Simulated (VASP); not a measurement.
Calculation: LDA (Ceperley-Alder, Perdew-Zunger), VASP's LDA PAW potentials (set 64) (plane waves; VASP).

Input for VASP

### INCAR
```
ISMEAR  =  1   ! Methfessel-Paxton
EDIFF  =  1E-6   ! SCF stop (eV)
SIGMA  =  0.1
IBRION  =  2   ! conjugate gradients
LREAL  =  F   ! projection in real space or not
ISIF  =  3
NELM  =  100   ! most electronic steps
ALGO  =  Normal   ! blocked Davidson
LWAVE  =  F
LASPH  =  T   ! aspherical one-centre terms
ENCUT  =  520   ! plane-wave cut-off (eV)
NSW  =  60
LCHARG  =  F
LMAXMIX  =  6   ! l cut-off of mixed one-centre charges
SYSTEM  =  WC
EDIFFG  =  -0.01
PREC  =  Accurate
```

KPOINTS:
```
kpoints
0
Gamma
  13 13 12
```

POSCAR:
```
WC
1.0
  1.4453144019  -2.5033580505   0.0000000000
  1.4453144019   2.5033580505   0.0000000000
  0.0000000000   0.0000000000   2.8162536651
W C
1 1
Cart
  0.0000000000   0.0000000000   0.0000000000
  1.4453144019   0.8344543524   1.4081268326
```

POTCAR, in this order: W_sv C (LDA.64 set). Program: vasp_std.

Output

**OUTCAR**
```
 ion  position               nearest neighbor table
   1  0.000  0.000  0.000-   2 2.18   2 2.18   2 2.18   2 2.18   2 2.18   2 2.18
   2  0.333  0.667  0.500-   1 2.18   1 2.18   1 2.18   1 2.18   1 2.18   1 2.18
  LATTYP: Found a hexagonal cell.
 ALAT       =     2.8906288675
 C/A-ratio  =     0.9742702347
 Subroutine PRICEL returns:
 Original cell was already a primitive cell.
 Subroutine GETGRP returns: Found 12 space group operations
The static configuration has the point symmetry D_3h.
The dynamic configuration has the point symmetry D_3h.
 Subroutine INISYM returns: Found 12 space group operations
 Subroutine IBZKPT returns following result:
 Found    147 irreducible k-points:

 Following reciprocal coordinates:
            Coordinates               Weight
  0.000000  0.000000  0.000000      1.000000
  0.076923  0.000000  0.000000      6.000000
  0.153846  0.000000  0.000000      6.000000
  0.230769  0.000000  0.000000      6.000000
  0.307692  0.000000  0.000000      6.000000
  0.384615  0.000000  0.000000      6.000000
  0.461538  0.000000  0.000000      6.000000
  0.076923  0.076923  0.000000      6.000000
  0.153846  0.076923  0.000000     12.000000
  0.230769  0.076923  0.000000     12.000000
  0.307692  0.076923  0.000000     12.000000
  0.384615  0.076923  0.000000     12.000000
  0.461538  0.076923  0.000000      6.000000
  0.153846  0.153846  0.000000      6.000000
  0.230769  0.153846  0.000000     12.000000
  0.307692  0.153846  0.000000     12.000000
  0.384615  0.153846  0.000000     12.000000
  0.230769  0.230769  0.000000      6.000000
  0.307692  0.230769  0.000000     12.000000
  0.384615  0.230769  0.000000      6.000000
  0.307692  0.307692  0.000000      6.000000
  0.000000  0.000000  0.083333      2.000000
  0.076923  0.000000  0.083333     12.000000
...
```

**OSZICAR**
```
       N       E                     dE             d eps       ncg     rms          rms(c)
DAV:   1     0.109939519900E+03    0.10994E+03   -0.99058E+03  3822   0.154E+03
DAV:   2    -0.237474900567E+02   -0.13369E+03   -0.12991E+03  4357   0.383E+02
DAV:   3    -0.277643214376E+02   -0.40168E+01   -0.39857E+01  4669   0.612E+01
DAV:   4    -0.278049197563E+02   -0.40598E-01   -0.40534E-01  4195   0.641E+00
DAV:   5    -0.278052598383E+02   -0.34008E-03   -0.34008E-03  4460   0.600E-01    0.339E+01
DAV:   6    -0.248223919484E+02    0.29829E+01   -0.94749E+00  4302   0.316E+01    0.915E+00
DAV:   7    -0.247361527600E+02    0.86239E-01   -0.44305E-01  3992   0.616E+00    0.653E+00
DAV:   8    -0.247023980053E+02    0.33755E-01   -0.70931E-02  4252   0.234E+00    0.842E-01
DAV:   9    -0.247013199031E+02    0.10781E-02   -0.38174E-03  4037   0.464E-01    0.131E-01
DAV:  10    -0.247011814874E+02    0.13842E-03   -0.25984E-04  4522   0.223E-01    0.615E-02
DAV:  11    -0.247011815536E+02   -0.66202E-07   -0.20146E-05  4232   0.406E-02    0.108E-02
DAV:  12    -0.247011808642E+02    0.68938E-06   -0.37576E-06  3987   0.173E-02
   1 F= -.24701181E+02 E0= -.24701224E+02  d E =-.247012E+02
```

OUTCAR:
```
------------------------ aborting loop because EDIFF is reached ----------------------------------------
  FORCE on cell =-STRESS in cart. coord.  units (eV):
  Direction    XX          YY          ZZ          XY          YZ          ZX
  --------------------------------------------------------------------------------------
  Total       -0.0028774     -0.0028774      0.0006066      0.0000000      0.0000000     -0.0000000
  in kB       -0.2262159     -0.2262159      0.0476861      0.0000000      0.0000000     -0.0000000
  external PRESSURE =      -0.1349152 kB  Pullay stress =       0.0000000 kB
  volume of cell :       20.38
      direct lattice vectors                 reciprocal lattice vectors
     1.445314402 -2.503358051  0.000000000     0.345945491 -0.199731716  0.000000000
     1.445314402  2.503358051  0.000000000     0.345945491  0.199731716  0.000000000
     0.000000000  0.000000000  2.816253665     0.000000000  0.000000000  0.355081651
 POSITION                                       TOTAL-FORCE (eV/Angst)
 -----------------------------------------------------------------------------------
      0.00000      0.00000      0.00000         0.000000     -0.000000      0.000000
      1.44531      0.83445      1.40813        -0.000000      0.000000      0.000000
 -----------------------------------------------------------------------------------
    total drift:                                0.000000     -0.000370      0.000000
  FREE ENERGIE OF THE ION-ELECTRON SYSTEM (eV)
  ---------------------------------------------------
  free  energy   TOTEN  =       -24.7011808642 eV

  energy  without entropy=      -24.7013109143  energy(sigma->0) =      -24.70122421

 reached required accuracy - stopping structural energy minimisation
```
(Selected blocks of OUTCAR.)

OUTCAR:
```
 val. band max:       11.2255227192   @ k =   0.0769   0.0769   0.5000

 cond. band min:      11.2998893556   @ k =   0.4615   0.0769   0.4167


 Fermi energy:        11.2731359301

 k-point     1 :       0.0000    0.0000    0.0000
  band No.  band energies     occupation
      1     -62.2471      2.00000
      2     -26.4864      2.00000
      3     -26.3819      2.00000
      4     -26.3819      2.00000
      5      -3.1656      2.00000
      6       6.8273      2.00000
      7       7.8251      2.00000
      8       7.8251      2.00000
      9      11.3894     -0.06960
     10      14.5237      0.00000
     11      14.5237      0.00000
     12      16.9628      0.00000
     13      16.9628      0.00000

 k-point     2 :       0.0769    0.0000    0.0000
  band No.  band energies     occupation
      1     -62.2434      2.00000
      2     -26.4795      2.00000
      3     -26.4354      2.00000
      4     -26.3940      2.00000
      5      -3.0051      2.00000
      6       6.8720      2.00000
      7       7.6213      2.00000
      8       7.9752      2.00000
      9      10.9134      2.00000
     10      14.4660      0.00000
     11      15.0485      0.00000
     12      16.6497      0.00000
     13      16.8510      0.00000

 k-point     3 :       0.1538    0.0000    0.0000
  band No.  band energies     occupation
      1     -62.2331      2.00000
      2     -26.5815      2.00000
      3     -26.4605      2.00000
      4     -26.4272      2.00000
      5      -2.5482      2.00000
      6       6.5814      2.00000
      7       7.5552      2.00000
      8       8.4034      2.00000
      9      10.0024      2.00000
     10      14.3101      0.00000
     11      15.9021      0.00000
     12      16.0671      0.00000
     13      16.5719      0.00000

 k-point     4 :       0.2308    0.0000    0.0000
  band No.  band energies     occupation
      1     -62.2185      2.00000
      2     -26.7822      2.00000
      3     -26.4737      2.00000
...
```

Unless said otherwise, spin-orbit coupling is left out, though it shifts the bands of the heavy elements here.

The compound is WC in the wc structure. It was relaxed first. The start is the result of an earlier pass.
